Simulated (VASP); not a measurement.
C:

```xyz
4
Lattice="2.4640 0.0000 0.0000 -1.2320 2.1339 0.0000 0.0000 0.0000 6.7110" Properties=species:S:1:pos:R:3 pbc="T T T"
C     0.0000    0.0000    1.6778
C     0.0000    0.0000    5.0333
C     0.0000    1.4226    1.6778
C     1.2320    0.7113    5.0333
```

```yaml
Program: VASP 6.6.1
Task: relaxation of cell and atoms
Functional: PBE
Potentials_or_basis: VASP PAW PBE potentials, release 64 (C)
Cutoff: 600 eV
k_mesh: 10 × 10 × 4
Occupations: gaussian, width 0.05 eV
Spin: no spin polarisation
```

At the start: pressure 1.8 GPa; volume 8.82 Å³/atom.

Problem. How do energy, volume and symmetry change on relaxing?

Solution. Over 13 steps the energy falls by 12.8 meV/atom and the volume is 10.46 Å³/atom (+18.5 %); space group P6_3/mmc (No. 194, to 0.05 Å).

Step by step:
```
step  energy change (eV)  largest force (eV/Å)  pressure (GPa)  volume (Å³)
   1              0.0000                0.0000            1.77        35.29
   2             -0.0057                0.0000           -0.40        35.79
   3             -0.0071                0.0000           -2.75        36.36
   4             -0.0084                0.0000           -2.77        36.43
   5             -0.0121                0.0000           -2.70        36.65
   6             -0.0188                0.0000           -2.59        37.07
   7             -0.0296                0.0000           -2.37        37.93
   8             -0.0433                0.0000           -1.88        39.64
   9             -0.0490                0.0000           -1.05        43.05
  10             -0.0502                0.0000           -1.26        41.93
  11             -0.0502                0.0000           -1.22        42.14
  12             -0.0504                0.0000            1.14        41.55
  13             -0.0511                0.0000            0.03        41.83
```

Final structure:
```xyz
4
Lattice="2.4669 0.0000 0.0000 -1.2334 2.1364 0.0000 0.0000 0.0000 7.9363" Properties=species:S:1:pos:R:3 pbc="T T T"
C     0.0000    0.0000    1.9841
C     0.0000    0.0000    5.9523
C     0.0000    1.4243    1.9841
C     1.2334    0.7121    5.9523
```

Caveat: the volume moved by over 15 % at a fixed basis, so the end points are rough; this functional lacks dispersion, which binds the layers, so the pressure and a relaxed spacing across them are unreliable, and here the layers came unbound.
